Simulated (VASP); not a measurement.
# ScF3: NMR shieldings, part 3 of 3

What are the shielding tensors of ScF3? The cell has space group R-3c, a computed entry that need not be the common form of this compound. The start is a computed cell from the Materials Project.

VASP 6.6.1, plane waves and PAW; the level of theory is named at each step.

So far. Step 2 (Ground state): The cell has a gap of 6.10 eV on this mesh and a pressure of -4.4 GPa, which holds the misfit of the given cell and coordinates with this functional, and any error of cutoff, mesh and data sets. Forces of up to 0.052 eV/Å remain in these settings, with PBE data sets under LDA.

### Step 3. Shielding tensors (continued)

Level of this step: chemical shifts by linear response (GIPAW), LDA; plane waves and PAW (Sc_sv, F) (VASP).

OUTCAR, selected parts (step 3):

```text
 Found     13 irreducible k-points:

   k-points           NKPTS =     13   k-points in BZ     NKDIM =     13   number of bands    NBANDS=     40

   dimension x,y,z NGX =    48 NGY =   48 NGZ =   48
   dimension x,y,z NGXF=    96 NGYF=   96 NGZF=   96

   ENCUT  =  560.0 eV  41.16 Ry    6.42 a.u.  11.00 11.00 11.00*2*pi/ulx,y,z

   NELECT =      64.0000    total number of electrons

  Total       -3.4997373     -3.4997373     -3.3784759     -0.0000000     -0.0000000     -0.0000000
  in kB      -42.7828911    -42.7828911    -41.3005181     -0.0000000     -0.0000000     -0.0000000
  external PRESSURE =     -42.2887668 kB  Pullay stress =       0.0000000 kB

  energy-cutoff  :      560.00
  volume of cell :      131.06
      direct lattice vectors                 reciprocal lattice vectors
     2.851408321  1.646261362  4.653357898     0.175351947  0.101239494  0.071632860
    -2.851408321  1.646261362  4.653357898    -0.175351947  0.101239494  0.071632860
     0.000000000 -3.292522724  4.653357898     0.000000000 -0.202478987  0.071632860

 POSITION                                       TOTAL-FORCE (eV/Angst)
 -----------------------------------------------------------------------------------
      0.00000      0.00000      6.98004        -0.000000      0.000000      0.000000
      0.00000      0.00000      0.00000        -0.000000      0.000000      0.000000
      1.35894     -0.93877      8.14338         0.025548      0.044250      0.000000
     -1.49247     -0.70749      8.14338         0.025548     -0.044250      0.000000
      0.13353      1.64626      8.14338        -0.051096      0.000000      0.000000
     -1.35894      0.93877      5.81670        -0.025548     -0.044250      0.000000
      1.49247      0.70749      5.81670        -0.025548      0.044250      0.000000
     -0.13353     -1.64626      5.81670         0.051096      0.000000     -0.000000
 -----------------------------------------------------------------------------------
    total drift:                               -0.000000      0.000000      0.000000

 Electric field gradients after diagonalization (V/A^2)
 (convention: |V_zz| > |V_xx| > |V_yy|)
----------------------------------------------------------------------
 ion       V_xx      V_yy      V_zz     asymmetry (V_yy - V_xx)/ V_zz
----------------------------------------------------------------------
   1      -0.404    -0.404     0.808       0.000
   2      -0.404    -0.404     0.808       0.000
   3     -29.473   -29.206    58.680       0.005
   4     -29.473   -29.206    58.680       0.005
   5     -29.473   -29.206    58.680       0.005
   6     -29.473   -29.206    58.680       0.005
   7     -29.473   -29.206    58.680       0.005
   8     -29.473   -29.206    58.680       0.005
----------------------------------------------------------------------

  ORBITAL MAGNETIC SUSCEPTIBILITY, excluding core contribution
 -------------------------------------------------------------
  Approximate magnetic susceptibility, pGv (10^-6 cm^3/mole)
     1        -38.186822          0.000000          0.000000
     2          0.000000        -38.424375          1.057330
     3          0.000000          1.015265        -39.156128
 -------------------------------------------------------------
  Approximate magnetic susceptibility, vGv (10^-6 cm^3/mole)
     1        -37.503197          0.000000          0.000000
     2          0.000000        -38.007603          1.776172
     3          0.000000          1.770408        -39.323832

  CSA tensor (J. Mason, Solid State Nucl. Magn. Reson. 2, 285 (1993))
  for chemical shielding  (including the isotropic core contribution)

  BDIR labels direction of applied magnetic field (i.e. B0)
  For BDIR==1, B0 along x-axis, etc.
  Induced field listed along cartesian directions for each BDIR
 ------------------------------------------------------------------------------------------
                 EXCLUDING G=0 CONTRIBUTION              INCLUDING G=0 CONTRIBUTION
 ------------------------------------------------------------------------------------------
  ion  BDIR            X           Y           Z                X           Y           Z
          (   iso_shield        span        skew ) (   iso_shield        span        skew )
 ------------------------------------------------------------------------------------------
    1     1     811.3245     -3.9925      0.0011         815.5881     -3.9925      0.0011
          2       3.9914    811.3240      0.0076           3.9914    815.6128     -0.1046
          3       0.0034      0.0087    810.1928           0.0034     -0.0990    814.5593
          (     810.9471      1.1321     -0.9980 ) (     815.2534      1.0730     -0.9358 )

    2     1     811.3245      3.9925     -0.0011         815.5881      3.9925     -0.0011
          2      -3.9914    811.3240      0.0076          -3.9914    815.6128     -0.1046
          3      -0.0034      0.0087    810.1928          -0.0034     -0.0990    814.5593
          (     810.9471      1.1321     -0.9980 ) (     815.2534      1.0730     -0.9358 )

    3     1     142.7386   -134.9591    191.4970         147.0022   -134.9591    191.4970
          2    -134.9608    -13.0958   -110.5610        -134.9608     -8.8070   -110.6733
          3     191.6153   -110.6323     64.6966         191.6153   -110.7400     69.0631
          (      64.7798    469.0690      0.9964 ) (      69.0861    469.1467      0.9964 )

    4     1     142.7386    134.9591   -191.4970         147.0022    134.9591   -191.4970
          2     134.9608    -13.0958   -110.5610         134.9608     -8.8070   -110.6733
          3    -191.6153   -110.6323     64.6966        -191.6153   -110.7400     69.0631
          (      64.7798    469.0690      0.9964 ) (      69.0861    469.1467      0.9964 )

    5     1     -91.0172      0.0000     -0.0000         -86.7536      0.0000     -0.0000
          2       0.0000    220.6656    221.1131           0.0000    224.9544    221.0009
          3       0.0000    221.2472     64.7096           0.0000    221.1394     69.0760
          (      64.7860    469.0468      0.9965 ) (      69.0923    468.8135      0.9973 )

    6     1     142.7386   -134.9591    191.4970         147.0022   -134.9591    191.4970
          2    -134.9608    -13.0958   -110.5610        -134.9608     -8.8070   -110.6733
          3     191.6153   -110.6323     64.6966         191.6153   -110.7400     69.0631
          (      64.7798    469.0690      0.9964 ) (      69.0861    469.1467      0.9964 )

    7     1     142.7386    134.9591   -191.4970         147.0022    134.9591   -191.4970
          2     134.9608    -13.0958   -110.5610         134.9608     -8.8070   -110.6733
          3    -191.6153   -110.6323     64.6966        -191.6153   -110.7400     69.0631
          (      64.7798    469.0690      0.9964 ) (      69.0861    469.1467      0.9964 )

    8     1     -91.0172      0.0000     -0.0000         -86.7536      0.0000     -0.0000
          2       0.0000    220.6656    221.1131           0.0000    224.9544    221.0009
          3       0.0000    221.2472     64.7096           0.0000    221.1394     69.0760
          (      64.7860    469.0468      0.9965 ) (      69.0923    468.8135      0.9973 )
 ------------------------------------------------------------------------------------------

[... 4 parts as in an earlier step ...]

[... 2 further parts left out ...]
```

The atoms bear forces, and field gradients depend strongly on their positions.

This step gave:

```
free energy (TOTEN)            : -59.1124 eV
Fermi energy                   : -3.812 eV
pressure                       : -4.229 GPa
gap on the k-mesh              : 6.104 eV
least direct gap on the k-mesh : 6.104 eV
```

Valence and core; the G = 0 term is that of a spherical sample. NMR shielding, by row:

| atom | isotropic shielding (ppm) | span (ppm) | skew | isotropic shielding without the G = 0 term (ppm) |
| --- | --- | --- | --- | --- |
| Sc1 | 815.3 | 1.073 | -0.9358 | 810.9 |
| Sc2 | 815.3 | 1.073 | -0.9358 | 810.9 |
| F3 | 69.09 | 469.1 | 0.9964 | 64.78 |
| F4 | 69.09 | 469.1 | 0.9964 | 64.78 |
| F5 | 69.09 | 468.8 | 0.9973 | 64.79 |
| F6 | 69.09 | 469.1 | 0.9964 | 64.78 |
| F7 | 69.09 | 469.1 | 0.9964 | 64.78 |
| F8 | 69.09 | 468.8 | 0.9973 | 64.79 |

Ordered as |Vzz| ≥ |Vxx| ≥ |Vyy|, the program's way. Electric field gradients, by row:

| atom | Vxx (V/Å²) | Vyy (V/Å²) | Vzz (V/Å²) | asymmetry |
| --- | --- | --- | --- | --- |
| Sc1 | -0.404 | -0.404 | 0.808 | 0 |
| Sc2 | -0.404 | -0.404 | 0.808 | 0 |
| F3 | -29.47 | -29.21 | 58.68 | 0.005 |
| F4 | -29.47 | -29.21 | 58.68 | 0.005 |
| F5 | -29.47 | -29.21 | 58.68 | 0.005 |
| F6 | -29.47 | -29.21 | 58.68 | 0.005 |
| F7 | -29.47 | -29.21 | 58.68 | 0.005 |
| F8 | -29.47 | -29.21 | 58.68 | 0.005 |

### Step 4. Cell strained

A strained cell shows how shieldings follow the geometry.

File INCAR:

```
SYSTEM = ScF3
PREC = Accurate
ENCUT = 560
EDIFF = 1E-09
NELM = 100
ISMEAR = 0
SIGMA = 0.01
LREAL = .FALSE.
ALGO = Normal
GGA = CA
NBANDS = 40
LASPH = .TRUE.
LWAVE = .FALSE.
LCHARG = .FALSE.
KPAR = 4
LCHIMAG = .TRUE.
LEFG = .TRUE.
DQ = 0.001
ICHIBARE = 1
LNMR_SYM_RED = .TRUE.
```

File POSCAR:

```
ScF3
1.0
    2.8168750000      1.7724780000      4.5362450000
   -2.8648820000      1.7991580000      4.5562240000
   -0.0008990000     -3.3228230000      4.4582100000
Sc F
2 6
Direct
    0.5000000000      0.5000000000      0.5000000000
    0.0000000000      0.0000000000      0.0000000000
    0.7265845300      0.2500000000      0.7734154700
    0.2500000000      0.7734154700      0.7265845300
    0.7734154700      0.7265845300      0.2500000000
    0.2734154700      0.7500000000      0.2265845300
    0.7500000000      0.2265845300      0.2734154700
    0.2265845300      0.2734154700      0.7500000000
```

File KPOINTS:

```
Automatic mesh
0
Gamma
4 4 4
0 0 0
```

The projector-augmented-wave data sets are Sc_sv and F (LDA family, release 64).

The run is started by

```bash
$ mpirun -np 4 vasp_std
```

The log of the run:

```text
[... set-up lines as in an earlier step ...]
 entering main loop
       N       E                     dE             d eps       ncg     rms          rms(c)
DAV:   1     0.118743769223E+04    0.11874E+04   -0.30632E+04  2880   0.176E+03
DAV:   2     0.178407892461E+03   -0.10090E+04   -0.98127E+03  3352   0.576E+02
DAV:   3    -0.537733777495E+02   -0.23218E+03   -0.22108E+03  4616   0.262E+02
DAV:   4    -0.678436938278E+02   -0.14070E+02   -0.14003E+02  4560   0.774E+01
[...]
DAV:  17    -0.589736023066E+02    0.36200E-07   -0.21884E-07  4392   0.532E-03    0.133E-04
DAV:  18    -0.589736023088E+02   -0.21828E-08   -0.19573E-08  4008   0.983E-04    0.226E-04
DAV:  19    -0.589736023082E+02    0.63392E-09   -0.32181E-09  3232   0.473E-04
ion   1
     0.0000000    -0.1925207    -1.1777840    -0.3741141    -0.1942998     0.7798510
     0.0000413    -0.1925207    -1.1777840    -0.3741141    -0.1942998     0.7798510
     0.0000569    -0.1925207    -1.1777840    -0.3741141    -0.1942998     0.7798510
     0.0000784    -0.1925207    -1.1777840    -0.3741141    -0.1942998     0.7798510
     0.0001079    -0.1925207    -1.1777840    -0.3741141    -0.1942998     0.7798510

     0.0000000    -3.9818260   -20.7079555    -8.8513543    -3.9029100    13.0908301
     0.0000413    -3.9818001   -20.7078207    -8.8512982    -3.9028850    13.0907445
     0.0000569    -3.9817851   -20.7077417    -8.8512655    -3.9028704    13.0906944
     0.0000784    -3.9817603   -20.7076120    -8.8512118    -3.9028464    13.0906120
     0.0001079    -3.9817199   -20.7074004    -8.8511245    -3.9028073    13.0904775

ion   2
     0.0000000     0.0674876    -1.2580143    -0.3739293     0.1272768     0.8392335
     0.0000413     0.0674876    -1.2580143    -0.3739293     0.1272768     0.8392335
     0.0000569     0.0674876    -1.2580143    -0.3739293     0.1272768     0.8392335
     0.0000784     0.0674876    -1.2580143    -0.3739293     0.1272768     0.8392335
     0.0001079     0.0674876    -1.2580143    -0.3739293     0.1272768     0.8392335

     0.0000000     1.0615131   -22.2277421    -8.8502310     2.1184834    14.2050496
     0.0000413     1.0615058   -22.2275977    -8.8501748     2.1184696    14.2049571
     0.0000569     1.0615015   -22.2275132    -8.8501421     2.1184616    14.2049029
     0.0000784     1.0614944   -22.2273744    -8.8500885     2.1184483    14.2048138
     0.0001079     1.0614828   -22.2271480    -8.8500012     2.1184267    14.2046685

ion   3
     0.0000000     4.4327776     2.8188035     0.6098457    -5.0243260    -2.1334436
     0.0000310     4.4327776     2.8188035     0.6098457    -5.0243260    -2.1334436
     0.0000427     4.4327775     2.8188034     0.6098457    -5.0243259    -2.1334435
     0.0000588     4.4327775     2.8188034     0.6098457    -5.0243258    -2.1334435
     0.0000810     4.4327773     2.8188033     0.6098456    -5.0243257    -2.1334434

[...]
N       E                     dE             d eps       ncg     rms
RMM:   1    -0.199024017903E+03   -0.19902E+03   -0.32367E+04  3460   0.270E+03
RMM:   2    -0.234736546410E+03   -0.35713E+02   -0.89268E+01  5346   0.445E+01
RMM:   3    -0.236460122298E+03   -0.17236E+01   -0.92527E+00  5808   0.912E+00
RMM:   4    -0.236621242230E+03   -0.16112E+00   -0.27374E-01  5844   0.177E+00
[...]
RMM:  10    -0.236629596735E+03   -0.19143E-07   -0.85362E-08  3299   0.394E-04
RMM:  11    -0.236629596737E+03   -0.18024E-08   -0.68902E-09  2377   0.132E-04
RMM:  12    -0.236629596737E+03   -0.21140E-09   -0.11609E-09  1824   0.719E-05
BDIR= 1  IDIR= 2  IQ=  1
DAV:   1    -0.201337140096E+04   -0.20134E+04   -0.60753E-02  3512   0.289E+00
DAV:   2    -0.201337199586E+04   -0.59490E-03   -0.59490E-03  3920   0.569E-01
DAV:   3    -0.201337200912E+04   -0.13260E-04   -0.13260E-04  4248   0.941E-02
DAV:   4    -0.201337200940E+04   -0.28460E-06   -0.28455E-06  4280   0.128E-02
DAV:   5    -0.201337200941E+04   -0.11134E-07   -0.11178E-07  4360   0.239E-03
DAV:   6    -0.201337200941E+04   -0.38335E-09   -0.37839E-09  3000   0.411E-04
       N       E                     dE             d eps       ncg     rms
RMM:   1    -0.199025602292E+03   -0.19903E+03   -0.32367E+04  3461   0.270E+03
RMM:   2    -0.234741748083E+03   -0.35716E+02   -0.89403E+01  5411   0.447E+01
RMM:   3    -0.236465696194E+03   -0.17239E+01   -0.92500E+00  5845   0.912E+00
RMM:   4    -0.236627719225E+03   -0.16202E+00   -0.27928E-01  5895   0.177E+00
[...]
RMM:  10    -0.236636178182E+03   -0.20135E-07   -0.89996E-08  3383   0.404E-04
RMM:  11    -0.236636178184E+03   -0.19685E-08   -0.78685E-09  2466   0.135E-04
RMM:  12    -0.236636178184E+03   -0.22749E-09   -0.11826E-09  1945   0.726E-05
BDIR= 1  IDIR= 3  IQ= -1
DAV:   1    -0.201336704732E+04   -0.20134E+04   -0.61282E-02  3536   0.289E+00
DAV:   2    -0.201336768532E+04   -0.63800E-03   -0.63800E-03  4128   0.615E-01
DAV:   3    -0.201336769588E+04   -0.10562E-04   -0.10562E-04  4248   0.810E-02
DAV:   4    -0.201336769614E+04   -0.26115E-06   -0.26116E-06  4312   0.125E-02
DAV:   5    -0.201336769615E+04   -0.10351E-07   -0.10382E-07  4296   0.222E-03
DAV:   6    -0.201336769615E+04   -0.41746E-09   -0.38625E-09  2912   0.412E-04
       N       E                     dE             d eps       ncg     rms
RMM:   1    -0.198101014863E+03   -0.19810E+03   -0.32354E+04  3480   0.269E+03
RMM:   2    -0.234737101594E+03   -0.36636E+02   -0.93161E+01  5462   0.442E+01
RMM:   3    -0.236417256285E+03   -0.16802E+01   -0.84009E+00  5879   0.889E+00
RMM:   4    -0.236571147213E+03   -0.15389E+00   -0.26866E-01  5855   0.170E+00
[...]
RMM:  10    -0.236578853808E+03   -0.18455E-07   -0.76250E-08  3388   0.386E-04
RMM:  11    -0.236578853810E+03   -0.20183E-08   -0.91601E-09  2524   0.132E-04
RMM:  12    -0.236578853811E+03   -0.26574E-09   -0.11896E-09  1962   0.694E-05
BDIR= 1  IDIR= 3  IQ=  0
DAV:   1    -0.201337373893E+04   -0.20134E+04   -0.57275E-10  2224   0.208E-04
DAV:   2    -0.201337373893E+04    0.40018E-10   -0.16888E-10  2216   0.177E-04
       N       E                     dE             d eps       ncg     rms
RMM:   1    -0.198089092828E+03   -0.19809E+03   -0.32353E+04  3478   0.269E+03
RMM:   2    -0.234727330348E+03   -0.36638E+02   -0.93017E+01  5395   0.441E+01
RMM:   3    -0.236406347048E+03   -0.16790E+01   -0.83961E+00  5832   0.888E+00
```

Run time: 3.4 min. Hardware: 4 MPI ranks of Intel Xeon 6975P-C (Granite Rapids), shared host.

The run was cut off at its time limit.

More ranks or a longer limit would be the way on.

### Step 5. Results

```json
{
 "Sc, isotropic shielding": "815.3 ppm",
 "F, isotropic shielding": "69.1 ppm"
}
```

What this shows: At LDA the isotropic shieldings are Sc 815.3 ppm; F 69.1 ppm. The widest tensor is that of F3, with a span (largest less smallest principal value) of 469 ppm. The largest field gradient is Vzz = 58.7 V/Å² at F3. Shifts were not obtained, since a shift is the shielding of a reference compound, computed alike, less these values. The G = 0 term is the part set by the sample's shape, taken here for a sphere. No finer mesh was run, so convergence in it isn't shown. VASP's guide advises NLSPLINE for shieldings, which this input doesn't set; the effect wasn't tested. The run «cell strained» ended without a result (time limit). The cell has space group R-3c, a computed entry that need not be the common form of this compound. The given cell is kept, although it stands at -4.2 GPa at LDA and ENCUT = 560 eV, which holds the mismatch of the given cell with this functional, any error of the entry itself and any basis-set error. The atoms weren't relaxed and carry forces of up to 0.051 eV/Å at LDA in the first shielding run, so the numbers belong to the given coordinates, and a relaxation would change them.

[Lines on the potential files, build, host, timing and source positions are cut from VASP's logs without a mark.]

[Logs are printed without paths, hosts, clocks, repeated set-up lines and the standing remarks that a program may print on its own settings, such as how far it seeks lower states.]

[Hosts, paths, dates, database ids (printed as entryN), source tags and the programs' standing remarks are cut or masked in the printed files.]
